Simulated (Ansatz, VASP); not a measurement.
# TiSi2: VASP beside Ansatz, part 3 of 3

Aim: how closely do two programs agree when they are given the same cell, functional and k mesh? The cell is taken from a series of runs on this material, whose earlier steps may have relaxed, scaled, displaced or heated it; both programs get it as it stands.

VASP 6.6.1 and Ansatz 0.2.0.

So far: Set-up; Ansatz: zone-centre phonons, PBEsol; VASP: zone-centre phonons, PBEsol.

## (3) VASP: zone-centre phonons, PBEsol (continued)

Level of this step: PBEsol; plane waves and PAW (Si, Ti_sv) (VASP).

Numbers of over 12 decimals in the logs are rounded to 6 here.

From OUTCAR (step 3):

```text
ion  position               nearest neighbor table
   1  0.562  0.438  0.750-   2 2.37   2 2.37   6 2.51   6 2.51   6 2.51   6 2.51   5 2.73   5 2.73
                             3 2.98   3 2.98   4 3.01   4 3.01
   2  0.438  0.562  0.250-   1 2.37   1 2.37   5 2.51   5 2.51   5 2.51   5 2.51   6 2.73   6 2.73
                             4 2.98   4 2.98   3 3.01   3 3.01
   3  0.249  0.751  0.750-   4 2.46   4 2.46   4 2.46   4 2.46   5 2.59   5 2.59   6 2.60   6 2.60
                             1 2.98   1 2.98   2 3.01   2 3.01
   4  0.751  0.249  0.250-   3 2.46   3 2.46   3 2.46   3 2.46   6 2.59   6 2.59   5 2.60   5 2.60
                             2 2.98   2 2.98   1 3.01   1 3.01
   5  0.899  0.101  0.750-   2 2.51   2 2.51   2 2.51   2 2.51   3 2.59   3 2.59   4 2.60   4 2.60
                             1 2.73   1 2.73
   6  0.101  0.899  0.250-   1 2.51   1 2.51   1 2.51   1 2.51   4 2.59   4 2.59   3 2.60   3 2.60
                             2 2.73   2 2.73

  LATTYP: Found a base centered orthorhombic cell.
 ALAT       =     3.4565112278
 B/A-ratio  =     3.7485368368
 C/A-ratio  =     1.0132733095

 Subroutine GETGRP returns: Found  8 space group operations
 (whereof  4 operations were pure point group operations)

The static configuration has the point symmetry C_2h.
 The point group associated with its full space group is D_2h.

 Found    301 irreducible k-points:

   k-points           NKPTS =    301   k-points in BZ     NKDIM =    301   number of bands    NBANDS=     26

   dimension x,y,z NGX =    50 NGY =   50 NGZ =   28
   dimension x,y,z NGXF=   100 NGYF=  100 NGZF=   56

   ENCUT  =  500.0 eV  36.75 Ry    6.06 a.u.  12.22 12.22  6.39*2*pi/ulx,y,z

   NELECT =      40.0000    total number of electrons

 k-points in reciprocal lattice and weights: Automatic mesh
   0.00000000  0.00000000  0.00000000       0.001
   0.08333333  0.00000000  0.00000000       0.002
   0.16666667 -0.00000000  0.00000000       0.002
   0.25000000 -0.00000000  0.00000000       0.002
   0.33333333 -0.00000000  0.00000000       0.002
   0.41666667  0.00000000  0.00000000       0.002
   0.50000000 -0.00000000  0.00000000       0.001
   0.08333333  0.08333333  0.00000000       0.001
   0.16666667  0.08333333  0.00000000       0.002
[...]
-----------------------------------------------------------------------------------
    total drift:                               -0.000000     -0.000000     -0.000000

 Eigenvectors and eigenvalues of the dynamical matrix
 ----------------------------------------------------

   1 f  =   15.040119 THz    94.499854 2PiTHz  501.684363 cm-1    62.200906 meV
             X         Y         Z           dx          dy          dz
      1.728256 -0.798368  2.626793    -0.000000    0.000000   -0.645616
      1.728256  0.798368  0.875598    -0.000000   -0.000000    0.645616
      1.728256  3.246396  2.626793    -0.000000   -0.000000   -0.022444
      1.728256 -3.246396  0.875598    -0.000000   -0.000000    0.022444
      1.728256 -5.166250  2.626793     0.000000   -0.000000   -0.287536
      1.728256  5.166250  0.875598     0.000000    0.000000    0.287536

   2 f  =   13.237671 THz    83.174737 2PiTHz  441.561162 cm-1    54.746582 meV
             X         Y         Z           dx          dy          dz
      1.728256 -0.798368  2.626793    -0.521273    0.000000    0.000000
      1.728256  0.798368  0.875598    -0.521273    0.000000    0.000000
      1.728256  3.246396  2.626793    -0.090862   -0.000000   -0.000000
      1.728256 -3.246396  0.875598    -0.090862   -0.000000   -0.000000
      1.728256 -5.166250  2.626793     0.469061    0.000000   -0.000000
      1.728256  5.166250  0.875598     0.469061    0.000000   -0.000000

   3 f  =   12.466685 THz    78.330492 2PiTHz  415.843851 cm-1    51.558043 meV
             X         Y         Z           dx          dy          dz
      1.728256 -0.798368  2.626793    -0.000000    0.000000    0.521610
      1.728256  0.798368  0.875598     0.000000   -0.000000    0.521610
      1.728256  3.246396  2.626793     0.000000    0.000000    0.090128
      1.728256 -3.246396  0.875598    -0.000000    0.000000    0.090128
      1.728256 -5.166250  2.626793    -0.000000   -0.000000   -0.468828
      1.728256  5.166250  0.875598     0.000000   -0.000000   -0.468828

   4 f  =   12.177137 THz    76.511209 2PiTHz  406.185570 cm-1    50.360570 meV
             X         Y         Z           dx          dy          dz
      1.728256 -0.798368  2.626793    -0.303301    0.000000   -0.000000
      1.728256  0.798368  0.875598     0.303301   -0.000000   -0.000000
      1.728256  3.246396  2.626793     0.552747   -0.000000    0.000000
      1.728256 -3.246396  0.875598    -0.552747   -0.000000   -0.000000
      1.728256 -5.166250  2.626793    -0.320124    0.000000    0.000000
      1.728256  5.166250  0.875598     0.320124    0.000000    0.000000

   5 f  =   12.062024 THz    75.787930 2PiTHz  402.345799 cm-1    49.884499 meV
             X         Y         Z           dx          dy          dz
      1.728256 -0.798368  2.626793    -0.000000    0.000000    0.052637
      1.728256  0.798368  0.875598     0.000000   -0.000000   -0.052637
      1.728256  3.246396  2.626793     0.000000    0.000000   -0.702292
      1.728256 -3.246396  0.875598    -0.000000    0.000000    0.702292
      1.728256 -5.166250  2.626793    -0.000000   -0.000000   -0.063371
      1.728256  5.166250  0.875598     0.000000    0.000000    0.063371

   6 f  =   11.671707 THz    73.335500 2PiTHz  389.326251 cm-1    48.270281 meV
             X         Y         Z           dx          dy          dz
      1.728256 -0.798368  2.626793     0.447161   -0.000000    0.000000
      1.728256  0.798368  0.875598    -0.447161    0.000000    0.000000
      1.728256  3.246396  2.626793     0.436796   -0.000000    0.000000
      1.728256 -3.246396  0.875598    -0.436796   -0.000000   -0.000000
      1.728256 -5.166250  2.626793     0.330539    0.000000   -0.000000
      1.728256  5.166250  0.875598    -0.330539   -0.000000   -0.000000

   7 f  =   11.537966 THz    72.495178 2PiTHz  384.865118 cm-1    47.717172 meV
             X         Y         Z           dx          dy          dz
      1.728256 -0.798368  2.626793     0.000000   -0.058970   -0.000000
      1.728256  0.798368  0.875598    -0.000000   -0.058970   -0.000000
      1.728256  3.246396  2.626793     0.000000    0.580391    0.000000
      1.728256 -3.246396  0.875598    -0.000000    0.580391   -0.000000
      1.728256 -5.166250  2.626793     0.000000   -0.399586   -0.000000
      1.728256  5.166250  0.875598    -0.000000   -0.399586    0.000000

   8 f  =   11.285517 THz    70.908992 2PiTHz  376.444311 cm-1    46.673125 meV
             X         Y         Z           dx          dy          dz
      1.728256 -0.798368  2.626793    -0.000000   -0.656811    0.000000
      1.728256  0.798368  0.875598     0.000000    0.656811    0.000000
      1.728256  3.246396  2.626793    -0.000000    0.039687   -0.000000
      1.728256 -3.246396  0.875598     0.000000   -0.039687    0.000000
      1.728256 -5.166250  2.626793    -0.000000    0.258892   -0.000000
      1.728256  5.166250  0.875598     0.000000   -0.258892   -0.000000

   9 f  =   10.363707 THz    65.117091 2PiTHz  345.696051 cm-1    42.860828 meV
             X         Y         Z           dx          dy          dz
      1.728256 -0.798368  2.626793    -0.000000    0.258962    0.000000
      1.728256  0.798368  0.875598     0.000000   -0.258962    0.000000
      1.728256  3.246396  2.626793    -0.000000   -0.006267   -0.000000
      1.728256 -3.246396  0.875598     0.000000    0.006267    0.000000
      1.728256 -5.166250  2.626793    -0.000000    0.657951    0.000000
      1.728256  5.166250  0.875598    -0.000000   -0.657951    0.000000

  10 f  =    8.878517 THz    55.785366 2PiTHz  296.155441 cm-1    36.718578 meV
             X         Y         Z           dx          dy          dz
      1.728256 -0.798368  2.626793     0.000000    0.039222   -0.000000
      1.728256  0.798368  0.875598    -0.000000   -0.039222   -0.000000
      1.728256  3.246396  2.626793    -0.000000    0.705964    0.000000
      1.728256 -3.246396  0.875598    -0.000000   -0.705964   -0.000000
      1.728256 -5.166250  2.626793     0.000000   -0.008713   -0.000000
      1.728256  5.166250  0.875598     0.000000    0.008713    0.000000

  11 f  =    7.661066 THz    48.135895 2PiTHz  255.545641 cm-1    31.683607 meV
             X         Y         Z           dx          dy          dz
      1.728256 -0.798368  2.626793    -0.000000    0.000000    0.283566
      1.728256  0.798368  0.875598     0.000000    0.000000   -0.283566
      1.728256  3.246396  2.626793     0.000000   -0.000000    0.079264
      1.728256 -3.246396  0.875598     0.000000   -0.000000   -0.079264
      1.728256 -5.166250  2.626793     0.000000   -0.000000   -0.642890
      1.728256  5.166250  0.875598    -0.000000   -0.000000    0.642890

  12 f  =    7.523087 THz    47.268952 2PiTHz  250.943184 cm-1    31.112975 meV
             X         Y         Z           dx          dy          dz
      1.728256 -0.798368  2.626793    -0.000000    0.601337   -0.000000
      1.728256  0.798368  0.875598    -0.000000    0.601337    0.000000
      1.728256  3.246396  2.626793     0.000000   -0.167569    0.000000
      1.728256 -3.246396  0.875598     0.000000   -0.167569    0.000000
      1.728256 -5.166250  2.626793    -0.000000   -0.332135    0.000000
      1.728256  5.166250  0.875598     0.000000   -0.332135   -0.000000

  13 f  =    6.674624 THz    41.937902 2PiTHz  222.641507 cm-1    27.604016 meV
             X         Y         Z           dx          dy          dz
      1.728256 -0.798368  2.626793    -0.305351   -0.000000    0.000000
      1.728256  0.798368  0.875598    -0.305351   -0.000000    0.000000
      1.728256  3.246396  2.626793     0.597281    0.000000   -0.000000
      1.728256 -3.246396  0.875598     0.597281   -0.000000   -0.000000
      1.728256 -5.166250  2.626793    -0.223641    0.000000    0.000000
      1.728256  5.166250  0.875598    -0.223641    0.000000    0.000000
    [... 43 further lines ...]
      1.728256 -5.166250  2.626793     0.000000   -0.000000   -0.479478
      1.728256  5.166250  0.875598     0.000000   -0.000000   -0.479478

 ELASTIC MODULI CONTR FROM IONIC RELAXATION (kBar)
 Direction    XX          YY          ZZ          XY          YZ          ZX
 --------------------------------------------------------------------------------
 XX        -130.3213    189.9150    103.8334      0.0000      0.0000      0.0000
 YY         189.9150   -560.0205   -115.5263     -0.0000      0.0000      0.0000
 ZZ         103.8334   -115.5263   -112.2541      0.0000     -0.0000      0.0000
 XY           0.0000     -0.0000      0.0000    -24.2700      0.0000      0.0000
 YZ           0.0000      0.0000     -0.0000      0.0000    -55.1919      0.0000
 ZX           0.0000      0.0000      0.0000      0.0000      0.0000      0.0000
 --------------------------------------------------------------------------------
```

## (4) Side by side

Known differences besides the potentials themselves: the cutoff is 420 eV in Ansatz and 500 eV in VASP; Ansatz makes its cores anew for this functional, VASP keeps those of its PBE data sets. Total energies have different zeros and are not compared.

Compared:

| quantity | Ansatz | VASP | difference |
| --- | --- | --- | --- |
| optical mode 1 to 2 (cm⁻¹) | 220.0 | 220.4 | -0.18 % |
| optical mode 3 (cm⁻¹) | 222.3 | 222.6 | -0.14 % |
| optical mode 4 (cm⁻¹) | 250.8 | 250.9 | -0.05 % |
| optical mode 5 (cm⁻¹) | 256.7 | 255.5 | +0.46 % |
| optical mode 6 (cm⁻¹) | 296.2 | 296.2 | +0.03 % |
| optical mode 7 (cm⁻¹) | 345.8 | 345.7 | +0.03 % |
| optical mode 8 (cm⁻¹) | 376.0 | 376.4 | -0.11 % |
| optical mode 9 (cm⁻¹) | 384.5 | 384.9 | -0.09 % |
| optical mode 10 (cm⁻¹) | 388.6 | 389.3 | -0.18 % |
| optical mode 11 (cm⁻¹) | 400.4 | 402.3 | -0.49 % |
| optical mode 12 (cm⁻¹) | 404.7 | 406.2 | -0.37 % |
| optical mode 13 (cm⁻¹) | 415.0 | 415.8 | -0.21 % |
| optical mode 14 (cm⁻¹) | 440.7 | 441.6 | -0.19 % |
| optical mode 15 (cm⁻¹) | 499.5 | 501.7 | -0.44 % |

Modes are paired by rising frequency, not by their patterns, so a pair may set unlike modes beside each other; they are those without the splitting of longitudinal modes.

## (5) What came out

- r.m.s. difference of the optical zone-centre modes, each program's sorted by frequency (zone-centre phonons, PBEsol): 1.00 cm⁻¹

The r.m.s. difference of the optical zone-centre modes, each program's sorted by frequency is 1.00 cm⁻¹ (zone-centre phonons, PBEsol). How closely two codes agree says nothing of how well the functional describes the real material.

[Lines on the potential files, build, host, timing and source positions are cut from VASP's logs without a mark.]

[Logs are printed without paths, hosts, clocks, repeated set-up lines and the standing remarks that a program may print on its own settings, such as how far it seeks lower states.]

[Hosts, paths, dates, database ids (printed as entryN), source tags and the programs' standing remarks are cut or masked in the printed files.]
